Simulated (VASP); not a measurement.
These are PBE GGA, VASP's PBE PAW potentials (set 64) (plane waves; VASP 6.6.1) values and carry that method's errors.

VASP ran on this input.

**INCAR**
```
# general
SYSTEM   =  Cu
PREC     =  Accurate
ENCUT    =  500
LREAL    =  .FALSE.
LASPH    =  .TRUE.

# electronic loop
EDIFF    =  1E-6
NELM     =  100
ALGO     =  Normal
LMAXMIX  =  4

# smearing
ISMEAR   =  1
SIGMA    =  0.1

# functional
GGA      =  PE

# ions
IBRION   =  2
NSW      =  40
ISIF     =  3
EDIFFG   =  -0.02
PSTRESS  =  300

# output
LWAVE    =  .FALSE.
LCHARG   =  .FALSE.
```

KPOINTS:
```
Automatic
0
Gamma
  18 18 18
0 0 0
```

**POSCAR**
```
Cu
1.0
  0.0000000000   1.7293022531   1.7293022531
  1.7293022531   0.0000000000   1.7293022531
  1.7293022531   1.7293022531   0.0000000000
Cu
1
Cart
  0.0000000000   0.0000000000   0.0000000000
```

POTCAR, in this order: Cu (PBE.64 set). Program: vasp_std.

What VASP printed:

**OUTCAR**
```
 ion  position               nearest neighbor table
   1  0.000  0.000  0.000-
  LATTYP: Found a face centered cubic cell.
 ALAT       =     3.4586045062
 Subroutine PRICEL returns:
 Original cell was already a primitive cell.
 Subroutine GETGRP returns: Found 48 space group operations
The static configuration has the point symmetry O_h .
The dynamic configuration has the point symmetry O_h .
 Subroutine INISYM returns: Found 48 space group operations
 Subroutine IBZKPT returns following result:
 Found    195 irreducible k-points:

 Following reciprocal coordinates:
            Coordinates               Weight
  0.000000  0.000000  0.000000      1.000000
  0.055556  0.000000  0.000000      8.000000
  0.111111  0.000000  0.000000      8.000000
  0.166667  0.000000  0.000000      8.000000
  0.222222  0.000000  0.000000      8.000000
  0.277778  0.000000  0.000000      8.000000
  0.333333  0.000000  0.000000      8.000000
  0.388889  0.000000  0.000000      8.000000
  0.444444  0.000000  0.000000      8.000000
  0.500000  0.000000  0.000000      4.000000
...
```

### OSZICAR
```
       N       E                     dE             d eps       ncg     rms          rms(c)
DAV:   1     0.345493124363E+02    0.34549E+02   -0.56781E+03  3623   0.208E+03
DAV:   2    -0.415070504758E+01   -0.38700E+02   -0.36828E+02  3524   0.196E+02
DAV:   3    -0.453385871871E+01   -0.38315E+00   -0.38227E+00  4233   0.284E+01
DAV:   4    -0.453614240986E+01   -0.22837E-02   -0.22835E-02  4237   0.193E+00
DAV:   5    -0.453616493251E+01   -0.22523E-04   -0.22523E-04  4146   0.155E-01    0.780E+00
DAV:   6    -0.387402972704E+01    0.66214E+00   -0.14481E+01  3682   0.920E+01    0.308E+00
DAV:   7    -0.361030025785E+01    0.26373E+00   -0.19704E+00  3733   0.335E+01    0.733E-01
DAV:   8    -0.359341118388E+01    0.16889E-01   -0.77760E-03  5136   0.116E+00    0.196E-01
DAV:   9    -0.359271117919E+01    0.70000E-03   -0.44699E-03  3935   0.148E+00    0.282E-02
DAV:  10    -0.359271720613E+01   -0.60269E-05   -0.29564E-05  4865   0.105E-01    0.827E-03
DAV:  11    -0.359271519020E+01    0.20159E-05   -0.99820E-07  2327   0.233E-02    0.514E-04
DAV:  12    -0.359271520307E+01   -0.12874E-07   -0.53092E-08  1905   0.342E-03
   1 F= -.16560552E+01 E0= -.16561178E+01  d E =-.165606E+01
```

**OUTCAR**
```
------------------------ aborting loop because EDIFF is reached ----------------------------------------
  FORCE on cell =-STRESS in cart. coord.  units (eV):
  Direction    XX          YY          ZZ          XY          YZ          ZX
  --------------------------------------------------------------------------------------
  Total        1.9203101      1.9203101      1.9203101     -0.0000000     -0.0000000      0.0000000
  in kB      297.4672970    297.4672970    297.4672970     -0.0000000     -0.0000000      0.0000000
  external PRESSURE =      -2.5327030 kB  Pullay stress =     300.0000000 kB
  volume of cell :       10.34
      direct lattice vectors                 reciprocal lattice vectors
     0.000000000  1.729302253  1.729302253    -0.289133955  0.289133955  0.289133955
     1.729302253  0.000000000  1.729302253     0.289133955 -0.289133955  0.289133955
     1.729302253  1.729302253  0.000000000     0.289133955  0.289133955 -0.289133955
 POSITION                                       TOTAL-FORCE (eV/Angst)
 -----------------------------------------------------------------------------------
      0.00000      0.00000      0.00000         0.000000      0.000000      0.000000
 -----------------------------------------------------------------------------------
    total drift:                                0.000000     -0.000000      0.000000
  FREE ENERGIE OF THE ION-ELECTRON SYSTEM (eV)
  ---------------------------------------------------
  free  energy   TOTEN  =        -3.5927152031 eV

  energy  without entropy=       -3.5929031082  energy(sigma->0) =       -3.59277784
  enthalpy is  TOTEN    =        -1.6560551707 eV   P V=        1.9366600324

 reached required accuracy - stopping structural energy minimisation
```
(Selected blocks of OUTCAR.)

### OUTCAR
```
 val. band max:        9.2783151019   @ k =  -0.4444   0.1111   0.0556

 cond. band min:       9.3547692345   @ k =   0.5000   0.3333   0.1667


 Fermi energy:         9.3160354499

 k-point     1 :       0.0000    0.0000    0.0000
  band No.  band energies     occupation
      1      -1.0593      2.00000
      2       5.8842      2.00000
      3       5.8842      2.00000
      4       5.8842      2.00000
      5       6.8948      2.00000
      6       6.8948      2.00000
      7      32.9939      0.00000
      8      36.7000      0.00000
      9      36.7000      0.00000

 k-point     2 :       0.0556    0.0000    0.0000
  band No.  band energies     occupation
      1      -0.9354      2.00000
      2       5.8540      2.00000
      3       5.9102      2.00000
      4       5.9102      2.00000
      5       6.8838      2.00000
      6       6.8838      2.00000
      7      32.5107      0.00000
      8      35.0903      0.00000
      9      36.3393      0.00000

 k-point     3 :       0.1111    0.0000    0.0000
  band No.  band energies     occupation
      1      -0.5685      2.00000
      2       5.7718      2.00000
      3       5.9778      2.00000
      4       5.9778      2.00000
      5       6.8613      2.00000
      6       6.8613      2.00000
      7      30.3549      0.00000
      8      34.0673      0.00000
      9      35.6687      0.00000

 k-point     4 :       0.1667    0.0000    0.0000
  band No.  band energies     occupation
      1       0.0253      2.00000
      2       5.6634      2.00000
      3       6.0523      2.00000
      4       6.0523      2.00000
      5       6.8600      2.00000
      6       6.8600      2.00000
      7      27.4022      0.00000
      8      33.6915      0.00000
      9      35.0268      0.00000

 k-point     5 :       0.2222    0.0000    0.0000
  band No.  band energies     occupation
      1       0.8103      2.00000
      2       5.5747      2.00000
      3       6.0826      2.00000
...
```

The compound is Cu in the fcc structure. It was relaxed first under an external pressure of 30 GPa.
